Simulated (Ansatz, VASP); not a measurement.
# BN (Qingsongite): VASP beside Ansatz, part 2 of 2

One calculation is typed for both programs; each brings its own data sets. How far apart do they land? The cell is taken from a series of runs on this material, whose earlier steps may have relaxed, scaled, displaced or heated it; both programs get it as it stands.

VASP 6.6.1 and Ansatz 0.2.0.

So far: The starting structure; VASP: dielectric response, PBE.

## 3. Ansatz: dielectric response, PBE

Level of this step: Ansatz beside VASP: Kohn-Sham DFT, plane waves, PBE (Ansatz).

Ansatz runs on its default PAW (the set named soft_2) files.

The same cell, functional and mesh now go to Ansatz, which takes its cutoff from its data sets.

input.yaml

```yaml
crystal:
  lattice:
    - [0.0, 1.8075, 1.8075]
    - [1.8075, 0.0, 1.8075]
    - [1.8075, 1.8075, 0.0]
  atoms:
    - { symbol: "N", position: [0.75, 0.75, 0.75] }
    - { symbol: B, position: [0.0, 0.0, 0.0] }
kpoints:
  mp_grid: { grid: [11, 11, 11] }
scf:
  occupations: { method: fixed }
hamiltonian:
  xc: pbe
  pseudopotentials: { kind: paw }
dielectric: {}
```

Started as:

```bash
> ansatz run input.yaml --threads 4 --pin off --max-ram 8192MiB --backend cpu --events-out ev --progress --plain --runs-dir out
```

Numbers of over 12 decimals in the logs are rounded to 6 here.

The log of the run:

```text
Engine: ansatz 0.2.0, x86_64-unknown-linux-gnu
Pseudopotentials: kind: paw
Pseudopotential: N, paw, valence charge 5, recommended cutoff 420 eV (normal), N.paw.azcp
Pseudopotential: B, paw, valence charge 3, recommended cutoff 420 eV (normal), B.paw.azcp
Functional definition: PBE
  parameter kappa = 0.804
  parameter beta = 0.066725
  exchange = pbe_x(kappa = kappa, mu = beta*pi^2/3)
  correlation = pbe_c(beta = beta)
Crystal: 2 atoms, lattice volume = 11.810 Å³
Basis set: ecut = 420 eV, 259 PW (Γ), exchange–correlation on 36×36×36 points (8 copies of the dense FFT grid, shifted against one another)
Bands: 8, of which v1, the nominal top of the filled ones, is band 4 counted from 1 (3 counted from 0)
Symmetry: 24 space group operations
k-points: 216 of 1331 (irreducible under 4 space group operations, time reversal used)
Non-local potential: N, projectors of the file, l = 0: 2, l = 1: 2, l = 2: 1
Non-local potential: B, projectors of the file, l = 0: 2, l = 1: 2, l = 2: 1
PAW form: soft (Blöchl's): semilocal exchange-correlation on the pseudo side does not see the compensation charge
PAW one-centre angular grid: N, 110 points (default); XC on 64 Gauss nodes
PAW one-centre angular grid: B, 110 points (default); XC on 64 Gauss nodes
Initial density: superposition of atomic densities (neutral atoms: chi_scale 0, normalization atom), corrected by the library's trained network
Initial wavefunctions: pseudopotential atomic-orbital guess
Functional: x = pbe(κ = 0.804, μ = 0.219515), c = pbe(β = 0.066725)
SCF iter   1: F=—  HF=-542.274733 eV  |F-HF|=—  |Δ(HF+E_count)|=         —  Δρ=1.55e-3  dr2=1.43e-4  ethr=1.77e-3  ⟨swp⟩=3.9  Hψ=9819  notcnv=0  defer=359
preconditioner: auto → none  [insulator: Δε(μ)=4.578 eV  Ē_g=20.012 eV  n_scr=0 (ndim 8)  ℏωp=30.6 eV  f_vac=0.000  ε∞_Penn≈3.3]
SCF iter   2: F=—  HF=-542.274855 eV  |F-HF|=—  |Δ(HF+E_count)|=   1.21e-4  Δρ=8.22e-4  dr2=2.23e-5  ethr=1.79e-6  ⟨swp⟩=2.1  Hψ=4729  notcnv=0  defer=410
SCF iter   3: F=—  HF=-542.274899 eV  |F-HF|=—  |Δ(HF+E_count)|=   4.42e-5  Δρ=3.58e-4  dr2=5.47e-6  ethr=2.78e-7  ⟨swp⟩=2.2  Hψ=2528  notcnv=0  defer=177
SCF iter   4: F=—  HF=-542.274913 eV  |F-HF|=—  |Δ(HF+E_count)|=   1.44e-5  Δρ=2.22e-5  dr2=1.68e-8  ethr=6.84e-8  ⟨swp⟩=2.2  Hψ=2503  notcnv=0
SCF iter   5: F=—  HF=-542.274914 eV  |F-HF|=—  |Δ(HF+E_count)|=   1.08e-6  Δρ=7.06e-6  dr2=1.45e-9  ethr=2.10e-10  ⟨swp⟩=2.5  Hψ=2445  notcnv=0
SCF iter   6: F=-542.274914 eV  HF=-542.274914 eV  |F-HF|=6.03e-12  |Δ(HF+E_count)|=   4.07e-9  Δρ=6.68e-7  dr2=2.06e-11  ethr=1.25e-12  ⟨swp⟩=2.1  Hψ=7541  notcnv=0
SCF 1 converged in 6 iterations: F = -542.274914 eV  dr2 = 2.06e-11
  greatest PAW one-centre occupation: 0.787 electrons in one spin orbital (limit 2), on the N atom at site 0 (counted from 0), in its partial waves of l = 0
NSCF: frozen V_eff on 6 k-points
DFPT response loops at Γ: preconditioner auto → none (the input reference at scf.mixing.eps_inf says where Resta's filter doesn't serve); β = 0.50; Broyden in place of MSR1
SCF converged after 6 iterations
Free energy (F): -542.274914 eV
Harris-Foulkes:  -542.274914 eV  (|F-HF|=6.03e-12)
Internal energy: -542.274914 eV  (E = F + TS)
E sigma→0 (E₀):  -542.274914 eV
Fermi energy:    11.179542 eV
--- Per-component energies (eV) ---
  E_band       = 26.442967
  E_kinetic    = 185.618464
  E_local      = -175.300719  (includes V_loc(G=0)·N_el)
  E_nonlocal   = 56.583199
  E_hartree    = 49.108437
  E_xc         = -93.447721
  E_vxc        = -116.231850  (∫ρ·V_xc dr)
  E_paw        = -206.452028  (= ΣΔE_a)
  E_vpaw       = -22.443112  (= ΣTr[D̂ρ^β])
  E_aug_tail   = 0.000103  (compensation charges beyond the density's cutoff)
  E_ewald      = -358.384650
  E_smearing   = -0.000000  (= −TS)
  E_closure    = 0.000000  (closes the sum)
  Σ components = -542.274914   (vs F -542.274914, Δ=0.00e0)
--- Band table (eV; the first three rows and the last of 216) ---
  k-point 0: bands = ["-9.0521", "11.1795", "11.1795", "11.1795", "20.0104", "20.0104", "20.0104", "21.5014"]
  k-point 1: bands = ["-8.8509", "10.1119", "10.9675", "10.9675", "20.2434", "20.3323", "20.3323", "22.1711"]
  k-point 2: bands = ["-8.2566", "7.7317", "10.4679", "10.4679", "20.5785", "21.0441", "21.0441", "23.6643"]
  k-point 215: bands = ["-4.8477", "3.1457", "5.0414", "8.6986", "20.4117", "23.9724", "24.6914", "26.1111"]
--- Dielectric response (ions clamped): 1 representative field direction + reference, on 216 of 1331 k-points (Σ response iterations 6) ---
  k mesh reduced under 4 symmetry operations, with k and −k counted as one. Each operation leaves every solved perturbation unchanged. A smaller set is not considered because the run solves the response to a homogeneous field
  ε∞ (high-frequency dielectric tensor):
        4.605597     0.000000    -0.000000
       -0.000000     4.605597    -0.000000
        0.000000     0.000000     4.605597
  Born effective charges Z* (e; rows j = field, columns β = displacement):
    site 0:
        -1.91049    0.00000   -0.00000
        -0.00000   -1.91049    0.00000
        -0.00000   -0.00000   -1.91049
    site 1:
         1.91049   -0.00000    0.00000
         0.00000    1.91049   -0.00000
         0.00000    0.00000    1.91049
  Z* charge neutrality: 5.855e-6 e pre-enforcement
  k-mesh period / interband length: 28.1 Å / 1.29 Å = 21.81 at k = (0.0000, 0.0000, 0.0000), direct gap 8.831 eV — 14 or more, which is no proof of convergence
```

## 4. Comparison

Known differences besides the potentials themselves: fixed occupations in Ansatz, narrow Gaussian smearing in VASP; the cutoff is 420 eV in Ansatz and 520 eV in VASP. Total energies have different zeros and are not compared.

The two programs side by side:

| quantity | Ansatz | VASP | difference |
| --- | --- | --- | --- |
| ε∞ xx | 4.61 | 4.61 | -0.02 % |
| ε∞ yy | 4.61 | 4.61 | -0.02 % |
| ε∞ zz | 4.61 | 4.61 | -0.02 % |

## 5. Outcome

```json
{
  "difference in ε∞ xx (dielectric response, PBE)": "-0.016 %"
}
```

The difference in ε∞ xx is -0.016 % (dielectric response, PBE), within the 5 % picked in this series as the mark of a large difference. Such differences can come from data sets, numerical settings and the points named under the comparisons, not from the functional's error against experiment.

[Lines on the potential files, build, host, timing and source positions are cut from VASP's logs without a mark.]

[Logs are printed without paths, hosts, clocks, repeated set-up lines and the standing remarks that a program may print on its own settings, such as how far it seeks lower states.]

[Hosts, paths, dates, database ids (printed as entryN), source tags and the programs' standing remarks are cut or masked in the printed files.]
